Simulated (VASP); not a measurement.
Level of theory: PBEsol GGA, VASP's PBE PAW potentials (set 64) (plane waves; VASP 6.6.1).

VASP ran on this input.

KPOINTS:
```
k-points along high-symmetry lines
10
Line-mode
Reciprocal
  0.000000   0.000000   0.000000 ! GAMMA
  0.000000   0.500000   0.000000 ! M

  0.000000   0.500000   0.000000 ! M
 -0.333333   0.666667   0.000000 ! K

 -0.333333   0.666667   0.000000 ! K
  0.000000   0.000000   0.000000 ! GAMMA

  0.000000   0.000000   0.000000 ! GAMMA
  0.000000   0.000000   0.500000 ! A

  0.000000   0.000000   0.500000 ! A
  0.000000   0.500000   0.500000 ! L

  0.000000   0.500000   0.500000 ! L
 -0.333333   0.666667   0.500000 ! H

 -0.333333   0.666667   0.500000 ! H
  0.000000   0.000000   0.500000 ! A

  0.000000   0.500000   0.500000 ! L
  0.000000   0.500000   0.000000 ! M

 -0.333333   0.666667   0.500000 ! H
 -0.333333   0.666667   0.000000 ! K
```

POSCAR:
```
Zr
1
    1.5904374855    -2.7547184794     0.0000000000
    1.5904374855     2.7547184794    -0.0000000000
    0.0000000000     0.0000000000     5.1294474615
Zr
2
Direct
  0.3333330000   0.6666670000   0.2500000000
  0.6666670000   0.3333330000   0.7500000000
```

INCAR:
```
PREC=Accurate
LORBIT=11
ICHARG=11   # fixed density
LMAXMIX=4
LASPH=T
ISMEAR=0
ENCUT=520   # plane-wave cut-off (eV)
NELM=100
EDIFF=1E-7   # SCF stop (eV)
SYSTEM=Zr
ALGO=Normal   # blocked Davidson
LREAL=F
GGA=PS
LWAVE=F
LCHARG=F
SIGMA=0.05   # width (eV)
```

POTCAR, in this order: Zr_sv (PBE.64 set). Program: vasp_std. Read from the step before: CHGCAR.

Output

### OSZICAR
```
       N       E                     dE             d eps       ncg     rms          rms(c)
DAV:   1     0.220538017175E+03    0.22054E+03   -0.13857E+04  2880   0.150E+03
DAV:   2    -0.342894618635E+01   -0.22397E+03   -0.22174E+03  3672   0.416E+02
DAV:   3    -0.178601232067E+02   -0.14431E+02   -0.14340E+02  5488   0.785E+01
DAV:   4    -0.181750702188E+02   -0.31495E+00   -0.31446E+00  3088   0.123E+01
DAV:   5    -0.181852907381E+02   -0.10221E-01   -0.10220E-01  4608   0.143E+00
DAV:   6    -0.181853425173E+02   -0.51779E-04   -0.51765E-04  3232   0.132E-01
DAV:   7    -0.181853434741E+02   -0.95679E-06   -0.95730E-06  4720   0.146E-02
DAV:   8    -0.181853434838E+02   -0.96838E-08   -0.10392E-07  2944   0.185E-03
   1 F= -.18185343E+02 E0= -.18183371E+02  d E =-.394428E-02
```

**OUTCAR**
```
 val. band max:        9.3270400216   @ k =   0.0000   0.0000   0.4444

 cond. band min:       9.3481727537   @ k =  -0.3333   0.6667   0.2778



 k-point     1 :       0.0000    0.0000    0.0000
  band No.  band energies     occupation
      1     -39.4038      2.00000
      2     -39.2313      2.00000
      3     -18.0122      2.00000
      4     -17.0276      2.00000
      5     -17.0276      2.00000
      6     -16.9011      2.00000
      7     -16.8785      2.00000
      8     -16.8785      2.00000
      9       3.5285      2.00000
     10       6.1196      2.00000
     11      10.1471      0.00000
     12      10.1471      0.00000
     13      10.1764      0.00000
     14      10.4832      0.00000
     15      10.8473      0.00000
     16      10.8473      0.00000

 k-point     2 :       0.0000    0.0556    0.0000
  band No.  band energies     occupation
      1     -39.3996      2.00000
      2     -39.2294      2.00000
      3     -18.0015      2.00000
      4     -17.0525      2.00000
      5     -17.0356      2.00000
      6     -16.9053      2.00000
      7     -16.9044      2.00000
      8     -16.8819      2.00000
      9       3.6204      2.00000
     10       6.2058      2.00000
     11       9.8430      0.00000
     12      10.2324      0.00000
     13      10.2924      0.00000
     14      10.4286      0.00000
     15      10.7634      0.00000
     16      10.9279      0.00000

 k-point     3 :       0.0000    0.1111    0.0000
  band No.  band energies     occupation
      1     -39.3873      2.00000
      2     -39.2239      2.00000
      3     -17.9701      2.00000
      4     -17.1244      2.00000
      5     -17.0583      2.00000
      6     -16.9781      2.00000
      7     -16.9181      2.00000
      8     -16.8918      2.00000
      9       3.8879      2.00000
     10       6.4482      2.00000
     11       9.4612      0.00097
     12       9.8064      0.00000
     13      10.4856      0.00000
     14      10.5018      0.00000
...
```

The density is held fixed in this step, so its total energy and stress have no physical meaning.

The compound is Zr in the hcp structure. It was relaxed first.
